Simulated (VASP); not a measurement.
An input for Quantum ESPRESSO's pw.x (written as the equivalent of a VASP run, and not itself run):

```
&CONTROL
  calculation = 'scf'
  pseudo_dir = './pseudo'
  outdir = './out'
  tprnfor = .true.
  tstress = .true.
/
&SYSTEM
  ibrav = 0
  nat = 3
  ntyp = 2
  ecutwfc = 84
  occupations = 'smearing'
  smearing = 'methfessel-paxton'
  degauss = 0.00735
  input_dft = 'pbe'
/
&ELECTRONS
  conv_thr = 7.3e-09
  electron_maxstep = 100
/
ATOMIC_SPECIES
  Ti 47.867 Ti.upf
  B 10.810 B.upf
CELL_PARAMETERS angstrom
     1.5003522   -2.5986863    0.0000000
     1.5003522    2.5986863    0.0000000
     0.0000000    0.0000000    3.1958737
ATOMIC_POSITIONS crystal
  Ti   0.0000000  0.0000000  0.0000000
  B    0.3333330  0.6666670  0.5000000
  B    0.6666670  0.3333330  0.5000000
K_POINTS automatic
  10 10 10 0 0 0
```

### Question
Write the VASP files for the same calculation (PBE).

### Answer
Several could match; the one computed here: 
INCAR:
```
# general
SYSTEM  = TiB2
PREC    = Accurate
ENCUT   = 600   # plane-wave cut-off (eV)
LREAL   = .FALSE.   # projection in real space or not
LASPH   = .TRUE.   # aspherical one-centre terms

# electronic loop
EDIFF   = 1E-7   # SCF stop (eV)
NELM    = 100
ALGO    = Normal   # blocked Davidson
LMAXMIX = 4   # l cut-off of mixed one-centre charges

# smearing
ISMEAR  = 1   # Methfessel-Paxton
SIGMA   = 0.1

# functional
GGA     = PE

# ions
ISIF    = 2

# output
LWAVE   = .FALSE.
LCHARG  = .FALSE.
```

File KPOINTS:
```
Automatic mesh
0
Gamma
10 10 10
0 0 0
```

### POSCAR
```
TiB2
1
    1.5003522182    -2.5986862974     0.0000000000
    1.5003522182     2.5986862974     0.0000000000
    0.0000000000     0.0000000000     3.1958736947
Ti B
1 2
Direct
  0.0000000000   0.0000000000   0.0000000000
  0.3333330000   0.6666670000   0.5000000000
  0.6666670000   0.3333330000   0.5000000000
```

POTCAR, in this order: Ti_sv B (PBE.64 set). Program: vasp_std.

Limits of the translation: the potentials are each code's own (VASP's PAW set, PseudoDojo norm-conserving files in pw.x), so ENCUT and ecutwfc are chosen apart and not converted; conv_thr bounds pw.x's estimated SCF error, while EDIFF bounds the energy change between steps.

The compound is TiB2 in the AlB2 type structure. This cell was strained or had an atom moved on purpose.
